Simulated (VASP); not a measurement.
Given:

```xyz
3
Lattice="2.2316 -3.8458 0.0000 2.2316 3.8458 0.0000 0.0000 0.0000 5.0809" Properties=species:S:1:pos:R:3 pbc="T T T"
Se     0.5021     0.8653     3.3873
Se     3.4590     0.0000     0.0000
Se     0.5958    -0.8653     1.6936
```

These are PBE GGA, VASP's PBE PAW potentials (set 64) (plane waves; VASP) values and carry that method's errors. Numerical set-up: 400 eV cut-off, KSPACING 0.35 per Å, Gaussian smearing of 0.050 eV, potentials Se.

Task: Estimate the energy per atom (σ→0), pressure, largest force.

Result: 
- energy per atom (σ→0): -3.494 eV/atom
- pressure: -1.36 GPa
- largest force: 0.521 eV/Å

Only differences to runs with the same potentials and settings are physical.

The compound is Se in the trig structure. The cell was not relaxed at this level, atoms are displaced from their ideal sites. The run is one of a series of settings (KGAMMA = .FALSE., KSPACING = 0.35, KPOINTS file removed against the base run), some of them coarse on purpose.
